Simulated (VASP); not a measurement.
```yaml
crystal:
  lattice:
    - [3.97761, 0.00000, 0.00000]
    - [0.00000, 2.85187, 2.86341]
    - [0.00000, -2.85187, 2.86341]
  atoms:
    - { symbol: Ba, position: [0.00000, 0.00784, 0.00784] }
    - { symbol: Ti, position: [0.50000, 0.52187, 0.52187] }
    - { symbol: O, position: [0.00000, 0.49332, 0.49332] }
    - { symbol: O, position: [0.50000, 0.49550, 0.98433] }
    - { symbol: O, position: [0.50000, 0.98433, 0.49550] }
```

Calculation: r2SCAN+rVV10, VASP's PBE PAW potentials (set 64) (plane waves; VASP). Settings: 520 eV cut-off, 7×7×7 Γ-centred mesh, Gaussian smearing of 0.010 eV, potentials Ba_sv Ti_sv O.

**Question.** The job: BaTiO₃ (space group Amm2), 5 atoms, r2SCAN+rVV10, optics run with many empty bands, 520 eV, 7×7×7 Γ-centred mesh. Roughly how much core time does it take on a busy server core?

**Answer.** About 10 core-minutes (one run on a shared machine, a rough figure). It had 64 irreducible k-points, 72 bands, up to 1777 plane waves and 22 electronic steps.

The structure comes from a measured BaTiO3 entry (Amm2) of the Crystallography Open Database, whose conditions weren't checked. It was relaxed first.
